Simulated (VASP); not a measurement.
Shape and ions are relaxed at each volume.

Given:

```
CELL_PARAMETERS angstrom
      1.77620    -3.07647     0.00000
      1.77620     3.07647     0.00000
      0.00000     0.00000     5.57615
ATOMIC_POSITIONS crystal
  Dy 0.33333 0.66667 0.25000
  Dy 0.66667 0.33333 0.75000
```

All values below come from revTPSS meta-GGA, VASP's PBE PAW potentials (set 64) (plane waves; VASP). Run with 520 eV cut-off, 12×12×7 Γ-centred mesh, first-order Methfessel-Paxton smearing of 0.10 eV, potentials Dy_3.

The 4f electrons are frozen in the core of the lanthanide potential, so 4f levels, which can set the real gap, and their magnetism are missing.

### Question
Give the energy at these volumes per atom, relative to the lowest: 28.72, 29.64, 30.55, 31.47, 32.39 Å³.

### Answer
14.4, 3.1, 0.0, 4.1, 14.4 meV/atom. A third-order Birch-Murnaghan fit gives B0 = 42.0 GPa and B0′ = 3.7.

Measured: bulk modulus 40.5 GPa (computed value off by +3.8 %), as given by Wikipedia, Dysprosium (infobox). The calculation is for a static lattice, while the measured bulk modulus holds thermal and zero-point effects, which are part of the difference.

The compound is Dy in the hcp structure. It was relaxed first.
